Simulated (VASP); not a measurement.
The system is CdSb2O4.

```
CELL_PARAMETERS angstrom
2.31431 1.33617 7.92544
-2.31431 1.33617 7.92544
0.00000 -2.67234 7.92544
ATOMIC_POSITIONS crystal
Cd 0.00000 0.00000 0.00000
Sb 0.09372 0.09372 0.09372
Sb 0.90628 0.90628 0.90628
O 0.79327 0.79327 0.79327
O 0.59727 0.59727 0.59727
O 0.20673 0.20673 0.20673
O 0.40273 0.40273 0.40273
```

The cell was built by a generator and needn't be a form met in nature.

* Program: VASP 6.6.1
* Task: relaxation of cell and atoms
* Functional: PBE
* Potentials or basis: VASP PAW PBE potentials, release 64 (Cd, Sb, O)
* Cutoff: 520 eV
* k mesh: 4 × 4 × 4
* Occupations: gaussian, width 0.15 eV
* Spin: no spin polarisation

At the start: pressure -6.6 GPa; volume 21.01 Å³/atom.

Problem. How do energy, volume and symmetry change on relaxing?

Solution. Over 18 steps the energy falls by 1621.8 meV/atom and the volume is 14.68 Å³/atom (-30.1 %); space group R-3m (No. 166, to 0.05 Å).

Step by step:
| step | energy change (eV) | largest force (eV/Å) | pressure (GPa) | volume (Å³) |
| --- | --- | --- | --- | --- |
| 1 | 0.0000 | 11.2700 | -6.62 | 147.05 |
| 2 | -8.8130 | 1.6639 | -9.51 | 124.72 |
| 3 | -8.7832 | 1.6152 | -10.61 | 125.96 |
| 4 | -8.8024 | 1.6339 | -10.15 | 125.37 |
| 5 | -9.5791 | 2.2326 | 6.23 | 104.93 |
| 6 | -9.6044 | 2.0237 | 3.57 | 107.45 |
| 7 | -10.4492 | 1.5367 | 3.65 | 103.91 |
| 8 | -10.7201 | 1.4459 | 4.95 | 99.86 |
| 9 | -10.7584 | 1.4955 | 4.34 | 101.08 |
| 10 | -11.0357 | 0.8988 | -3.08 | 106.84 |
| 11 | -11.0404 | 0.8110 | -3.76 | 107.74 |
| 12 | -11.2314 | 0.7912 | -0.76 | 105.02 |
| 13 | -11.2320 | 0.8842 | -0.46 | 104.87 |
| 14 | -11.3217 | 0.5398 | 0.55 | 103.16 |
| 15 | -11.3374 | 0.4109 | 1.56 | 101.96 |
| 16 | -11.3359 | 0.3236 | -2.06 | 104.48 |
| 17 | -11.3501 | 0.0937 | -0.44 | 103.15 |
| 18 | -11.3523 | 0.0522 | -0.01 | 102.73 |

Final structure:
```cif
data_structure
_symmetry_space_group_name_H-M 'P 1'
_symmetry_Int_Tables_number 1
_cell_length_a 9.3127
_cell_length_b 9.3127
_cell_length_c 9.3127
_cell_angle_alpha 22.385
_cell_angle_beta 22.385
_cell_angle_gamma 22.385
_cell_volume 102.73
loop_
_atom_site_label
_atom_site_type_symbol
_atom_site_fract_x
_atom_site_fract_y
_atom_site_fract_z
_atom_site_occupancy
Cd1 Cd 0.00000 0.00000 0.00000 1
Sb1 Sb 0.10856 0.10856 0.10856 1
Sb2 Sb 0.89144 0.89144 0.89144 1
O1 O 0.80568 0.80568 0.80568 1
O2 O 0.61688 0.61688 0.61688 1
O3 O 0.19432 0.19432 0.19432 1
O4 O 0.38312 0.38312 0.38312 1
```

Caveat: the volume moved by over 15 % at a fixed basis, so the end points are rough.
